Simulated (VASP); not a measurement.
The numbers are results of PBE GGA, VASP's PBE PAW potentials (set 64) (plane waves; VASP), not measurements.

VASP input:

### KPOINTS
```
Automatic
0
Gamma
  8 8 8
0 0 0
```

File POSCAR:
```
NiO
1
    4.2636000000     2.1318000000     2.1318000000
    2.1318000000     4.2636000000     2.1318000000
    2.1318000000     2.1318000000     4.2636000000
Ni O
2 2
Direct
  0.0000000000   0.0000000000   0.0000000000
  0.5000000000   0.5000000000   0.5000000000
  0.2500000000   0.2500000000   0.2500000000
  0.7500000000   0.7500000000   0.7500000000
```

**INCAR**
```
ALGO = Normal
EDIFF = 1E-6
ENCUT = 520
GGA = PE
ISIF = 2
ISMEAR = 0
ISPIN = 2
LASPH = T
LCHARG = F
LMAXMIX = 4
LORBIT = 10
LREAL = F
LWAVE = F
MAGMOM = 2.0 -2.0 2*0.0
NELM = 100
PREC = Accurate
SIGMA = 0.05
SYSTEM = NiO
```

POTCAR, in this order: Ni O (PBE.64 set). Program: vasp_std.

The resulting files:

OSZICAR:
```
       N       E                     dE             d eps       ncg     rms          rms(c)
DAV:   1     0.259788854851E+03    0.25979E+03   -0.15856E+04  5248   0.208E+03
DAV:   2     0.459498792472E+01   -0.25519E+03   -0.23891E+03  5400   0.407E+02
DAV:   3    -0.267903698620E+02   -0.31385E+02   -0.29873E+02  6012   0.160E+02
DAV:   4    -0.278793340116E+02   -0.10890E+01   -0.10830E+01  5836   0.317E+01
DAV:   5    -0.279102679254E+02   -0.30934E-01   -0.30917E-01  6288   0.503E+00    0.197E+01
DAV:   6    -0.257414003431E+02    0.21689E+01   -0.55747E+01  7864   0.118E+02    0.249E+01
DAV:   7    -0.231993550157E+02    0.25420E+01   -0.95694E+00  6796   0.973E+01    0.869E+00
DAV:   8    -0.234963001309E+02   -0.29695E+00   -0.28528E+00  5852   0.149E+01    0.577E+00
DAV:   9    -0.234161810897E+02    0.80119E-01   -0.24364E-01  8508   0.125E+01    0.175E+00
DAV:  10    -0.234360961861E+02   -0.19915E-01   -0.87027E-02  6844   0.472E+00    0.798E-01
DAV:  11    -0.234326179021E+02    0.34783E-02   -0.16982E-02  8324   0.290E+00    0.158E-01
DAV:  12    -0.234330729476E+02   -0.45505E-03   -0.49692E-03  7620   0.819E-01    0.861E-02
DAV:  13    -0.234330397788E+02    0.33169E-04   -0.13557E-04  5612   0.133E-01    0.584E-02
DAV:  14    -0.234330390001E+02    0.77870E-06   -0.33458E-04  6828   0.178E-01    0.369E-02
DAV:  15    -0.234330303070E+02    0.86931E-05   -0.29495E-05  6160   0.714E-02    0.209E-02
DAV:  16    -0.234330288313E+02    0.14757E-05   -0.16575E-05  6448   0.536E-02    0.505E-03
DAV:  17    -0.234330289588E+02   -0.12749E-06   -0.10226E-06  2752   0.180E-02
   1 F= -.23433029E+02 E0= -.23433029E+02  d E =-.146102E-14  mag=     0.0000
```

### OUTCAR
```
------------------------ aborting loop because EDIFF is reached ----------------------------------------
  FORCE on cell =-STRESS in cart. coord.  units (eV):
  Direction    XX          YY          ZZ          XY          YZ          ZX
  --------------------------------------------------------------------------------------
  Total       -2.1459775     -2.1459775     -2.1459775     -0.0467460     -0.0467460     -0.0467460
  in kB      -88.7230344    -88.7230344    -88.7230344     -1.9326612     -1.9326612     -1.9326612
  external PRESSURE =     -88.7230344 kB  Pullay stress =       0.0000000 kB
  volume of cell :       38.75
      direct lattice vectors                 reciprocal lattice vectors
     4.263600000  2.131800000  2.131800000     0.351815367 -0.117271789 -0.117271789
     2.131800000  4.263600000  2.131800000    -0.117271789  0.351815367 -0.117271789
     2.131800000  2.131800000  4.263600000    -0.117271789 -0.117271789  0.351815367
 POSITION                                       TOTAL-FORCE (eV/Angst)
 -----------------------------------------------------------------------------------
      0.00000      0.00000      0.00000         0.000000      0.000000      0.000000
      4.26360      4.26360      4.26360         0.000000     -0.000000     -0.000000
      2.13180      2.13180      2.13180        -0.000000      0.000000      0.000000
      6.39540      6.39540      6.39540         0.000000      0.000000     -0.000000
 -----------------------------------------------------------------------------------
    total drift:                                0.000000     -0.000000     -0.000000
  FREE ENERGIE OF THE ION-ELECTRON SYSTEM (eV)
  ---------------------------------------------------
  free  energy   TOTEN  =       -23.4330289588 eV

  energy  without entropy=      -23.4330289588  energy(sigma->0) =      -23.43302896

 total charge

# of ion       s       p       d       tot
------------------------------------------
    1        0.311   0.357   8.224   8.891
    2        0.311   0.357   8.224   8.891
    3        1.562   3.379   0.000   4.941
    4        1.562   3.379   0.000   4.941
--------------------------------------------------
tot          3.745   7.471  16.448  27.664

 magnetization (x)

# of ion       s       p       d       tot
------------------------------------------
    1       -0.008  -0.012   1.397   1.377
    2        0.008   0.012  -1.397  -1.377
    3        0.000   0.000   0.000   0.000
    4        0.000   0.000   0.000   0.000
--------------------------------------------------
tot          0.000   0.000  -0.000  -0.000
```
(Selected blocks of OUTCAR.)

The compound is NiO in the rock salt, AFM-II order structure. The cell was not relaxed at this level.
